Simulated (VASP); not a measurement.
# Calcium with SCAN: from relaxation to properties, part 2 of 3

Aim: relax Calcium, then compute properties on the relaxed cell. Left out of this account: 1 further run (phonons: it ended without a result to show). The start is a cell from a database of measured crystal structures.

VASP 6.6.1; SCAN; plane waves and PAW (Ca_sv).

Still holding for the runs below: The k-mesh is coarse for a metal.

So far. Step 2 (Relaxing cell and atoms (SCAN)): It ends with forces that vanish by symmetry and a pressure of 0.00 GPa. The volume lies -1.6 % from that of the database's start, which holds the thermal and zero-point expansion of its experiment. Step 3 (Second relaxation): It ends with forces that vanish by symmetry and a pressure of 0.00 GPa. The volume moved by under 0.01 %: the run met its threshold at the first step. The relaxed cell has a = 5.559 Å (conventional setting).

## Step 4: Single point with fields (SCAN)

The relaxed cell gets a fresh self-consistent run, on a basis set for its own volume, to fix the density and to check the remaining stress.

Contents of INCAR:

```
SYSTEM = Ca
PREC = Accurate
ENCUT = 400
EDIFF = 1E-06
NELM = 100
ISMEAR = 1
SIGMA = 0.2
LREAL = .FALSE.
ALGO = Normal
METAGGA = SCAN
LASPH = .TRUE.
NBANDS = 11
LORBIT = 11
LWAVE = .FALSE.
LCHARG = .TRUE.
ISIF = 2
LELF = .TRUE.
LVHAR = .TRUE.
```

Contents of POSCAR:

```
Ca
1.0
    0.0000000000      2.7792990520      2.7792990520
    2.7792990520      0.0000000000      2.7792990520
    2.7792990520      2.7792990520      0.0000000000
Ca
1
Direct
    0.0000000000      0.0000000000      0.0000000000
```

Contents of KPOINTS:

```
Automatic mesh
0
Gamma
8 8 8
0 0 0
```

PAW data sets: Ca_sv (PBE family, release 64).

Launch:

```bash
$ mpirun -np 2 vasp_std
```

What it wrote:

```text
[banner, memory and clock lines left out]
running    2 mpi-ranks, on    1 nodes
 distrk:  each k-point on    2 cores,    1 groups
 distr:  one band on    1 cores,    2 groups

 POSCAR found type information on POSCAR Ca
 POSCAR found :  1 types and       1 ions
 [... a notice as in an earlier step ...]

 LDA part: xc-table for (None), standard interpolation
|                                                                             |
|           W    W    AA    RRRRR   N    N  II  N    N   GGGG   !!!           |
|           W    W   A  A   R    R  NN   N  II  NN   N  G    G  !!!           |
|           W    W  A    A  R    R  N N  N  II  N N  N  G       !!!           |
|           W WW W  AAAAAA  RRRRR   N  N N  II  N  N N  G  GGG   !            |
|           WW  WW  A    A  R   R   N   NN  II  N   NN  G    G                |
|           W    W  A    A  R    R  N    N  II  N    N   GGGG   !!!           |
|                                                                             |
|     The number of bands has been changed from the values supplied in        |
|     The orbitals not found in the WAVECAR file will be initialized with     |
|     random numbers, which is usually adequate. For correlated               |
|     calculations, however, you should redo the groundstate calculation.     |
|     I found NBANDS = 11. Now, NBANDS = 12.                                  |
|                                                                             |

 POSCAR, INCAR and KPOINTS ok, starting setup
 FFT: planning ... GRIDC
 FFT: planning ... GRID_SOFT
 FFT: planning ... GRID
 WAVECAR not read
 entering main loop
       N       E                     dE             d eps       ncg     rms          rms(c)
DAV:   1     0.495576716433E+02    0.49558E+02   -0.44863E+03   696   0.635E+02
DAV:   2    -0.101954310401E+02   -0.59753E+02   -0.59218E+02   812   0.186E+02
DAV:   3    -0.116254008691E+02   -0.14300E+01   -0.14075E+01  1024   0.269E+01
DAV:   4    -0.116851267640E+02   -0.59726E-01   -0.59593E-01   844   0.476E+00
DAV:   5    -0.116859585938E+02   -0.83183E-03   -0.83185E-03   956   0.511E-01    0.707E-01
DAV:   6    -0.961161529363E+01    0.20743E+01   -0.19236E+00  1116   0.899E+00    0.193E+00
DAV:   7    -0.957482965637E+01    0.36786E-01   -0.48653E-02   948   0.172E+00    0.196E+00
DAV:   8    -0.960925384613E+01   -0.34424E-01   -0.16823E-01  1040   0.230E+00    0.780E-01
DAV:   9    -0.961113503717E+01   -0.18812E-02   -0.15401E-02   852   0.674E-01    0.749E-01
DAV:  10    -0.961322393453E+01   -0.20889E-02   -0.22263E-03   780   0.426E-01    0.346E-01
DAV:  11    -0.961715025606E+01   -0.39263E-02   -0.37989E-03   792   0.511E-01    0.272E-01
DAV:  12    -0.961994320440E+01   -0.27929E-02   -0.19626E-03   856   0.293E-01    0.434E-01
DAV:  13    -0.961921901817E+01    0.72419E-03   -0.39576E-04   892   0.182E-01    0.351E-01
DAV:  14    -0.962043089480E+01   -0.12119E-02   -0.27582E-04   784   0.171E-01    0.462E-01
DAV:  15    -0.961668688858E+01    0.37440E-02   -0.16124E-03   744   0.437E-01    0.149E-01
DAV:  16    -0.961574841250E+01    0.93848E-03   -0.31374E-04   928   0.169E-01    0.461E-02
DAV:  17    -0.961587899262E+01   -0.13058E-03   -0.30896E-05   888   0.438E-02    0.416E-02
DAV:  18    -0.961575316067E+01    0.12583E-03   -0.63278E-05   940   0.689E-02    0.277E-03
DAV:  19    -0.961582650003E+01   -0.73339E-04   -0.74771E-06   816   0.258E-02    0.132E-02
DAV:  20    -0.961574998185E+01    0.76518E-04   -0.32486E-06   812   0.184E-02    0.121E-03
DAV:  21    -0.961573539935E+01    0.14583E-04   -0.37629E-07   536   0.574E-03    0.896E-04
DAV:  22    -0.961573922140E+01   -0.38220E-05   -0.76134E-08   360   0.207E-03    0.934E-04
DAV:  23    -0.961574400988E+01   -0.47885E-05   -0.44706E-08   360   0.145E-03    0.100E-03
DAV:  24    -0.961574760153E+01   -0.35917E-05   -0.20925E-08   352   0.127E-03    0.447E-04
DAV:  25    -0.961574947998E+01   -0.18784E-05   -0.41574E-09   348   0.490E-04    0.282E-04
DAV:  26    -0.961575042971E+01   -0.94973E-06   -0.18980E-09   348   0.382E-04
   1 F= -.96157504E+01 E0= -.96139784E+01  d E =-.531604E-02
```

The job ended after 26 s (2 MPI ranks of Intel Xeon 6975P-C (Granite Rapids), shared host; peak memory 0.26 GiB).

From OUTCAR (step 4):

```text
The static configuration has the point symmetry O_h .

 Found     29 irreducible k-points:

   k-points           NKPTS =     29   k-points in BZ     NKDIM =     29   number of bands    NBANDS=     12

   NELECT =      10.0000    total number of electrons

 E-fermi :   1.8706

 k-point     1 :       0.0000    0.0000    0.0000
  band No.  band energies     occupation
      1     -41.9767      2.00000
      2     -21.9748      2.00000
      3     -21.9748      2.00000
      4     -21.9746      2.00000
      5      -2.2472      2.00000
      6       4.5215     -0.00000
      7       4.5216     -0.00000
      8       4.5216     -0.00000
      9       5.6608     -0.00000
     10       5.6608     -0.00000
    ...

 k-point     2 :       0.1250    0.0000    0.0000
  band No.  band energies     occupation
      1     -41.9749      2.00000
      2     -21.9947      2.00000
      3     -21.9776      2.00000
      4     -21.9774      2.00000
      5      -1.9749      2.00000
      6       4.2239     -0.00000
      7       4.6158     -0.00000
      8       4.6159     -0.00000
      9       5.5848     -0.00000
     10       5.5848     -0.00000
    ...

  Total       -0.0006673     -0.0006673     -0.0006673      0.0000000      0.0000000     -0.0000000
  in kB       -0.0249000     -0.0249000     -0.0249000      0.0000000      0.0000000     -0.0000000
  external PRESSURE =      -0.0249000 kB  Pullay stress =       0.0000000 kB

  FREE ENERGIE OF THE ION-ELECTRON SYSTEM (eV)
  ---------------------------------------------------
  free  energy   TOTEN  =        -9.6157504297 eV

  energy  without entropy=       -9.6104343871  energy(sigma->0) =       -9.61397842

[... 11 parts as in an earlier step ...]

[... 3 further parts left out ...]
```

Numbers from this step:

- SCF cycles: 26
- bands: 12
- pressure: -0.00249 GPa

Valence electrons inside each PAW sphere by angular momentum. Sphere charges, by row:

```csv
atom,s (e),p (e),d (e),tot (e)
Ca1,2.073,5.837,0.142,8.052
```

Valence density in the ac plane of the conventional cell at fractional y = 0.000, with atoms of Ca within 0.2 Å of it. It is the smooth field of the valence electrons, not physical close to the nuclei.

Ten even steps from '0' (0.1 e/Å³) to '9' (6.5 e/Å³), each cell a mean:
```
841000000000027
310000000000012
000000000000000
000000000000000
000000000000000
000000132000000
000001486200000
000001698300000
000000364100000
000000011000000
000000000000000
000000000000000
100000000000001
530000000000014
951000000000038
```
Columns run along a (5.6 Å), rows up along c (5.6 Å), edges of the conventional cell, whose origin can differ from the input's. Atoms in or near the plane, at fractional coordinates: Ca at (0.00, 0.00), Ca at (0.50, 0.50).

ELF in the ac plane of the conventional cell at fractional y = 0.000, with atoms of Ca within 0.2 Å of it. It is the smooth field of the valence electrons, not physical close to the nuclei.

Ten even steps from '0' (0.08) to '9' (0.73), each cell a mean:
```
897027999840399
983037898850169
420146545552013
001341000134200
455410243003554
887303899501588
997207989930589
997117988940499
997205999820589
776301577301677
224420010014432
000243212343100
751046777751037
995027999850289
897027999840498
```
Columns run along a (5.6 Å), rows up along c (5.6 Å), edges of the conventional cell, whose origin can differ from the input's. Atoms in or near the plane, at fractional coordinates: Ca at (0.00, 0.00), Ca at (0.50, 0.50).

Electrostatic potential energy in the ac plane of the conventional cell at fractional y = 0.000, with atoms of Ca within 0.2 Å of it. With pseudopotentials it is smooth inside the atoms' cores, unlike the true potential.

Ten even steps from '0' (-34 eV) to '9' (4 eV), each cell a mean:
```
015799999998630
246899999998753
668899999999876
888999888899988
999988766789999
999986423578999
999974100368999
999974100268999
999975211478999
999987544689999
999998777889999
788999999999887
457899999998865
135899999998641
014799999998620
```
Columns run along a (5.6 Å; values clipped at the 3rd and 97th percentile), rows up along c (5.6 Å), edges of the conventional cell, whose origin can differ from the input's. Atoms in or near the plane, at fractional coordinates: Ca at (0.00, 0.00), Ca at (0.50, 0.50).

In this run the pressure is 0.00 GPa, small enough to go on.

## Step 5: Bands along the symmetry lines (SCAN)

The mesh alone shows little of the dispersion and can miss band extrema, so KPOINTS_OPT adds a path through the symmetry points after the self-consistent cycle.

Contents of INCAR:

```
SYSTEM = Ca
PREC = Accurate
ENCUT = 400
EDIFF = 1E-06
NELM = 100
ISMEAR = 1
SIGMA = 0.2
LREAL = .FALSE.
ALGO = Normal
METAGGA = SCAN
LASPH = .TRUE.
NBANDS = 16
LORBIT = 11
LWAVE = .FALSE.
LCHARG = .FALSE.
KPAR = 2
```

POSCAR is that of step 4.

KPOINTS is that of step 4.

Contents of KPOINTS_OPT:

```
Line mode
16
Line-mode
Reciprocal
  0.00000000   0.00000000   0.00000000 GAMMA
  0.50000000   0.00000000   0.50000000 X

  0.50000000   0.00000000   0.50000000 X
  0.50000000   0.25000000   0.75000000 W

  0.50000000   0.25000000   0.75000000 W
  0.37500000   0.37500000   0.75000000 K

  0.37500000   0.37500000   0.75000000 K
  0.00000000   0.00000000   0.00000000 GAMMA

  0.00000000   0.00000000   0.00000000 GAMMA
  0.50000000   0.50000000   0.50000000 L

  0.50000000   0.50000000   0.50000000 L
  0.62500000   0.25000000   0.62500000 U

  0.62500000   0.25000000   0.62500000 U
  0.50000000   0.25000000   0.75000000 W

  0.50000000   0.25000000   0.75000000 W
  0.50000000   0.50000000   0.50000000 L

  0.50000000   0.50000000   0.50000000 L
  0.37500000   0.37500000   0.75000000 K

  0.62500000   0.25000000   0.62500000 U
  0.50000000   0.00000000   0.50000000 X
```

Launch:

```bash
$ mpirun -np 2 vasp_std
```

What it wrote:

```text
[... set-up lines as in an earlier step ...]
 entering main loop
       N       E                     dE             d eps       ncg     rms          rms(c)
DAV:   1     0.585507778768E+02    0.58551E+02   -0.42240E+03   928   0.481E+02
DAV:   2    -0.993284938495E+01   -0.68484E+02   -0.67200E+02  1128   0.159E+02
DAV:   3    -0.116521342350E+02   -0.17193E+01   -0.16954E+01  1272   0.231E+01
DAV:   4    -0.116852074371E+02   -0.33073E-01   -0.32999E-01  1104   0.270E+00
DAV:   5    -0.116859628222E+02   -0.75539E-03   -0.75532E-03  1256   0.328E-01    0.705E-01
DAV:   6    -0.960793528587E+01    0.20780E+01   -0.16617E+00  1504   0.674E+00    0.186E+00
DAV:   7    -0.957543484303E+01    0.32500E-01   -0.64917E-02  1200   0.164E+00    0.196E+00
DAV:   8    -0.961895131010E+01   -0.43516E-01   -0.12320E-01  1552   0.116E+00    0.710E-01
DAV:   9    -0.961595066075E+01    0.30006E-02   -0.72018E-03   968   0.395E-01    0.377E-01
DAV:  10    -0.961835727761E+01   -0.24066E-02   -0.16340E-03  1088   0.323E-01    0.528E-01
DAV:  11    -0.961473487609E+01    0.36224E-02   -0.18193E-02  1056   0.107E+00    0.732E-02
DAV:  12    -0.961530597038E+01   -0.57109E-03   -0.14586E-03  1016   0.240E-01    0.428E-02
DAV:  13    -0.961520212590E+01    0.10384E-03   -0.12021E-04   992   0.815E-02    0.510E-02
DAV:  14    -0.961596542504E+01   -0.76330E-03   -0.36334E-05  1176   0.467E-02    0.165E-02
DAV:  15    -0.961578337329E+01    0.18205E-03   -0.58334E-06   928   0.172E-02    0.389E-03
DAV:  16    -0.961576214040E+01    0.21233E-04   -0.30347E-06   960   0.136E-02    0.160E-03
DAV:  17    -0.961573662150E+01    0.25519E-04   -0.56466E-07   984   0.424E-03    0.136E-03
DAV:  18    -0.961574327598E+01   -0.66545E-05   -0.16175E-07   720   0.326E-03    0.515E-04
DAV:  19    -0.961574859103E+01   -0.53150E-05   -0.24328E-08   512   0.122E-03    0.187E-04
DAV:  20    -0.961575121705E+01   -0.26260E-05   -0.39817E-09   480   0.500E-04    0.128E-04
DAV:  21    -0.961575115050E+01    0.66553E-07   -0.75920E-10   488   0.196E-04
   1 F= -.96157512E+01 E0= -.96139791E+01  d E =-.531609E-02
 Start KPOINTS_OPT (optional k-point list driver)
k-point batch [1-29\160]
       N       E                     dE             ncg
DAV:   1    -0.421282362836E+04   -0.11153E+05      928
DAV:   2    -0.619932726407E+04   -0.19865E+04     1184
DAV:   3    -0.624153639270E+04   -0.42209E+02     1192
DAV:   4    -0.624219721622E+04   -0.66082E+00     1168
DAV:   5    -0.624221315210E+04   -0.15936E-01     1168
DAV:   6    -0.624221346019E+04   -0.30808E-03     1152
DAV:   7    -0.624221346891E+04   -0.87261E-05      960
DAV:   8    -0.624221346921E+04   -0.29967E-06      832
[...]
k-point batch [146-160\160]
       N       E                     dE             ncg
DAV:   1     0.194931872426E+04   -0.69918E+04      480
DAV:   2     0.940593432148E+03   -0.10087E+04      608
DAV:   3     0.922629784614E+03   -0.17964E+02      624
DAV:   4     0.922274973708E+03   -0.35481E+00      672
DAV:   5     0.922271499618E+03   -0.34741E-02      616
DAV:   6     0.922271430190E+03   -0.69428E-04      632
DAV:   7     0.922271428467E+03   -0.17229E-05      536
DAV:   8     0.922271428419E+03   -0.47673E-07      448
```

The job ended after 63 s (2 MPI ranks; peak memory 0.32 GiB; 1.8 min of CPU time).

From OUTCAR (step 5):

```text
   k-points           NKPTS =     29   k-points in BZ     NKDIM =     29   number of bands    NBANDS=     16

   NELECT =      10.0000    total number of electrons

 E-fermi :   1.8706

 k-point     1 :       0.0000    0.0000    0.0000
  band No.  band energies     occupation
      1     -41.9766      2.00000
      2     -21.9747      2.00000
      3     -21.9747      2.00000
      4     -21.9746      2.00000
      5      -2.2472      2.00000
      6       4.5215     -0.00000
      7       4.5217     -0.00000
      8       4.5217     -0.00000
      9       5.6608     -0.00000
     10       5.6608     -0.00000
    ...

  Total       -0.0009554     -0.0009554     -0.0009554     -0.0000000      0.0000000     -0.0000000
  in kB       -0.0356483     -0.0356483     -0.0356483     -0.0000000      0.0000000     -0.0000000
  external PRESSURE =      -0.0356483 kB  Pullay stress =       0.0000000 kB

  FREE ENERGIE OF THE ION-ELECTRON SYSTEM (eV)
  ---------------------------------------------------
  free  energy   TOTEN  =        -9.6157511505 eV

  energy  without entropy=       -9.6104350566  energy(sigma->0) =       -9.61397912

[... 10 parts as in an earlier step ...]

[... 7 further parts left out ...]
```

This step gave:

```
SCF cycles : 21
bands      : 16
pressure   : -0.003565 GPa
```

The electronic bands at the labelled points (eV, zero at the Fermi level; # counts the bands kept, so #1 is VASP's band 5):

```csv
point,#1,#2,#3,#4,#5
Γ,-4.12,2.65,2.65,2.65,3.79
0.47 of the way,-2.90,1.68,2.66,3.17,3.17
X,-0.37,0.81,1.01,4.51,4.71
0.47 of the way,-0.12,0.81,0.95,3.79,4.71
W,0.29,0.85,0.85,2.87,4.71
0.47 of the way,0.18,0.73,0.90,3.18,4.56
K,0.10,0.60,0.93,3.62,4.41
0.47 of the way,-2.38,1.44,2.19,3.14,3.36
Γ,-4.12,2.65,2.65,2.65,3.79
0.47 of the way,-3.20,1.75,2.81,2.81,3.76
L,-0.87,-0.21,2.54,2.54,4.51
0.47 of the way,-0.41,-0.13,1.97,2.86,4.43
U,0.10,0.60,0.93,3.62,4.41
0.47 of the way,0.16,0.70,0.90,3.25,4.53
W,0.29,0.85,0.85,2.87,4.71
0.53 of the way,-0.27,-0.10,1.83,2.92,4.36
L,-0.87,-0.21,2.54,2.54,4.51
0.53 of the way,-0.29,-0.10,1.82,2.95,4.41
K,0.10,0.60,0.93,3.62,4.41
jump to U,0.10,0.60,0.93,3.62,4.41
0.47 of the way,-0.20,0.78,0.98,4.11,4.62
X,-0.37,0.81,1.01,4.51,4.71
```

The electronic bands as a text plot (rows in eV, shown from -4.1 to 6.5 only):

```
    6.3 |        ***   *  **                    *  *            *
    5.8 |         *****  *              ***      **     **
    5.4 |            ****                  *************  ******
    4.9 |         ***  **  **                   *   **        **
    4.5 |      ************  *          *************************
    4.1 | ******   *      **  **      **                       *
    3.6 |**   *         **  *  *******        **             **
    3.2 |  ***      *  *  *****              *  ** **       *
    2.7 |****        **       ***************     *  *******
    2.3 | ** **              *  *   *      *          ** **
    1.9 |   *  *            * **     *      *        *     *
    1.4 |    ** *          * *        *      *      *       *
    1.0 |      **************          *      ******         ****
    0.5 |              ***              *     ***  *         **
    0.1 |           ******               *  **********     ****
   -0.4 |        ***      *               ***        *******   **
   -0.8 |       *                         **           ****
   -1.2 |      *           *             *
   -1.7 |                   *           *
   -2.1 |     *                        *
   -2.6 |    *               *
   -3.0 |   *                 *       *
   -3.5 |                      *     *
   -3.9 |***                    *****
         Γ       X    W  K        Γ      L     U  W     L   K|U X
```

There is no gap at this level.

Of the bands kept, 2 cross the Fermi level on this path.

(Continued in part 3 of 3.)

[Lines on the potential files, build, host, timing and source positions are cut from VASP's logs without a mark.]

[Logs are printed without paths, hosts, clocks, repeated set-up lines and the standing remarks that a program may print on its own settings, such as how far it seeks lower states.]

[Hosts, paths, dates, database ids (printed as entryN), source tags and the programs' standing remarks are cut or masked in the printed files.]

[A measured line is paired with the nearest computed mode of its activity, which favours agreement.]
